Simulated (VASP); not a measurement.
These are PBEsol GGA, VASP's PBE PAW potentials (set 64) (plane waves; VASP 6.6.1) values and carry that method's errors.

A VASP calculation is set up with these files.

**KPOINTS**
```
Automatic mesh
0
Gamma
7 7 13
0 0 0
```

**INCAR**
```
! general
SYSTEM =NbZr3C4
PREC   =Accurate
ENCUT  =520
LREAL  =.False.
LASPH  =.True.

! electronic loop
EDIFF  =1E-7
NELM   =100
ALGO   =Normal
LMAXMIX=4

! smearing
ISMEAR =-5

! functional
GGA    =PS

! ions
ISIF   =2

! output
LWAVE  =.False.
LCHARG =.True.
LORBIT =11
NEDOS  =601

! other
LEFG   =.True.
```

### POSCAR
```
NbZr3C4
1
   -0.0038930323     4.6121533261     4.6070418186
    4.6121533261    -0.0038930323     4.6070418186
    2.3041301469     2.3041301469     0.0000000000
Zr C Nb
3 4 1
Direct
  0.0000000000   0.0000000000   0.0000000000
  0.0000000000   0.5000000000   0.0000000000
  0.5000000000   0.0000000000   0.0000000000
  0.2545203351   0.2545203351   0.4909593298
  0.2584745536   0.7415254464   0.5000000000
  0.7415254464   0.2584745536   0.5000000000
  0.7454796649   0.7454796649   0.5090406702
  0.5000000000   0.5000000000   0.0000000000
```

POTCAR, in this order: Zr_sv C Nb_sv (PBE.64 set). Program: vasp_std.

The run wrote:

**OSZICAR**
```
       N       E                     dE             d eps       ncg     rms          rms(c)
DAV:   1     0.651206399022E+03    0.65121E+03   -0.35013E+04 14352   0.169E+03
DAV:   2    -0.299712835470E+02   -0.68118E+03   -0.66018E+03 17211   0.534E+02
DAV:   3    -0.934510570902E+02   -0.63480E+02   -0.61940E+02 23759   0.132E+02
DAV:   4    -0.972372709505E+02   -0.37862E+01   -0.37737E+01 21429   0.298E+01
DAV:   5    -0.974474470593E+02   -0.21018E+00   -0.21012E+00 23130   0.740E+00    0.438E+01
DAV:   6    -0.840465568132E+02    0.13401E+02   -0.88235E+01 19256   0.383E+01    0.178E+01
DAV:   7    -0.837995400831E+02    0.24702E+00   -0.90804E+00 21808   0.144E+01    0.105E+01
DAV:   8    -0.837192632785E+02    0.80277E-01   -0.12147E+00 21249   0.606E+00    0.371E+00
DAV:   9    -0.836960789810E+02    0.23184E-01   -0.18658E-01 20520   0.257E+00    0.727E-01
DAV:  10    -0.836982107634E+02   -0.21318E-02   -0.36014E-02 19913   0.968E-01    0.367E-01
DAV:  11    -0.836980719268E+02    0.13884E-03   -0.44189E-03 21711   0.459E-01    0.107E-01
DAV:  12    -0.836981231700E+02   -0.51243E-04   -0.40197E-04 21964   0.118E-01    0.300E-02
DAV:  13    -0.836981157136E+02    0.74564E-05   -0.24560E-05 21253   0.317E-02    0.755E-03
DAV:  14    -0.836981166045E+02   -0.89095E-06   -0.19847E-06 21825   0.773E-03    0.286E-03
DAV:  15    -0.836981167043E+02   -0.99812E-07   -0.21131E-07 12027   0.333E-03
   1 F= -.83698117E+02 E0= -.83698117E+02  d E =0.000000E+00
```

**OUTCAR**
```
------------------------ aborting loop because EDIFF is reached ----------------------------------------
  FORCE on cell =-STRESS in cart. coord.  units (eV):
  Direction    XX          YY          ZZ          XY          YZ          ZX
  --------------------------------------------------------------------------------------
  Total       -0.0042484     -0.0042484     -0.0826624     -0.0156005     -0.0000000     -0.0000000
  in kB       -0.0694548     -0.0694548     -1.3514171     -0.2550472     -0.0000000     -0.0000000
  external PRESSURE =      -0.4967755 kB  Pullay stress =       0.0000000 kB
  volume of cell :       98.00
      direct lattice vectors                 reciprocal lattice vectors
    -0.003893032  4.612153326  4.607041819    -0.108317803  0.108317803  0.108529512
     4.612153326 -0.003893032  4.607041819     0.108317803 -0.108317803  0.108529512
     2.304130147  2.304130147  0.000000000     0.217001631  0.217001631 -0.217059024
 POSITION                                       TOTAL-FORCE (eV/Angst)
 -----------------------------------------------------------------------------------
      0.00000      0.00000      0.00000         0.000000     -0.000000     -0.000000
      2.30608     -0.00195      2.30352         0.000000      0.000000     -0.000000
     -0.00195      2.30608      2.30352         0.000000     -0.000000     -0.000000
      2.30413      2.30413      2.34517        -0.000000     -0.000000      0.014428
      4.57109      2.34130      4.60704         0.010838     -0.010838     -0.000000
      2.34130      4.57109      4.60704        -0.010838      0.010838     -0.000000
      4.60826      4.60826      6.86891         0.000000      0.000000     -0.014428
      2.30413      2.30413      4.60704        -0.000000      0.000000     -0.000000
 -----------------------------------------------------------------------------------
    total drift:                                0.000000      0.000000      0.000000
  FREE ENERGIE OF THE ION-ELECTRON SYSTEM (eV)
  ---------------------------------------------------
  free  energy   TOTEN  =       -83.6981167043 eV

  energy  without entropy=      -83.6981167043  energy(sigma->0) =      -83.69811670

 total charge

# of ion       s       p       d       tot
------------------------------------------
    1        2.176   6.043   1.675   9.894
    2        2.184   6.054   1.713   9.952
    3        2.184   6.054   1.713   9.952
    4        0.881   1.495   0.000   2.376
    5        0.879   1.485   0.000   2.364
    6        0.879   1.485   0.000   2.364
    7        0.881   1.495   0.000   2.376
    8        2.171   6.078   2.299  10.548
--------------------------------------------------
tot         12.233  30.191   7.401  49.825

 Electric field gradients after diagonalization (V/A^2)
 (convention: |V_zz| > |V_xx| > |V_yy|)
----------------------------------------------------------------------
 ion       V_xx      V_yy      V_zz     asymmetry (V_yy - V_xx)/ V_zz
----------------------------------------------------------------------
   1     -12.453    -3.187    15.641       0.592
   2     -15.272    -3.096    18.368       0.663
   3     -15.272    -3.096    18.368       0.663
   4      -0.157    -0.001     0.158       0.987
   5       0.520     0.099    -0.619       0.681
   6       0.520     0.099    -0.619       0.681
   7      -0.157    -0.001     0.158       0.987
   8     -20.018    -2.420    22.438       0.784
```
(Selected blocks of OUTCAR.)

**OUTCAR**
```
 val. band max:       10.8929590537   @ k =   0.0000   0.0000   0.0000

 cond. band min:      10.5962406309   @ k =   0.1429   0.0000   0.0769


 Fermi energy:        10.6879631374

 k-point     1 :       0.0000    0.0000    0.0000
  band No.  band energies     occupation
      1     -44.6685      2.00000
      2     -37.6560      2.00000
      3     -37.4457      2.00000
      4     -37.4218      2.00000
      5     -20.8282      2.00000
      6     -20.7926      2.00000
      7     -20.6397      2.00000
      8     -16.2983      2.00000
      9     -16.1080      2.00000
     10     -15.8370      2.00000
     11     -15.6237      2.00000
     12     -15.5041      2.00000
     13     -15.3672      2.00000
     14     -15.3454      2.00000
     15     -15.3450      2.00000
     16     -15.3384      2.00000
     17      -1.4454      2.00000
     18      -0.1987      2.00000
     19       1.8410      2.00000
     20       2.0826      2.00000
     21       4.3758      2.00000
     22       4.5659      2.00000
     23       6.6776      2.00000
     24       6.6953      2.00000
     25       7.0426      2.00000
     26       7.0475      2.00000
     27       7.9459      2.00000
     28       8.0059      2.00000
     29      10.1896      2.00000
     30      10.2014      2.00000
     31      10.7754      1.92898
     32      10.8048      1.82933
     33      10.8930      1.31753
     34      11.1490     -0.01202
     35      11.1505      0.00000
     36      11.1621      0.00000
     37      12.5214      0.00000
     38      12.6417      0.00000
     39      13.8479      0.00000

 k-point     2 :       0.1429   -0.0000    0.0000
  band No.  band energies     occupation
      1     -44.6685      2.00000
      2     -37.6542      2.00000
      3     -37.4456      2.00000
      4     -37.4240      2.00000
      5     -20.8261      2.00000
      6     -20.7909      2.00000
      7     -20.6396      2.00000
      8     -16.2693      2.00000
      9     -16.0973      2.00000
...
```

For a metal the tetrahedron method with Blöchl corrections gives inexact stress and forces.

The structure was generated: NbZr3C4 was put into an ordered model structure (Cmmm), which need not be its known phase. It was relaxed first. The electron count is odd and the run is not spin-polarised, which forces a metal.
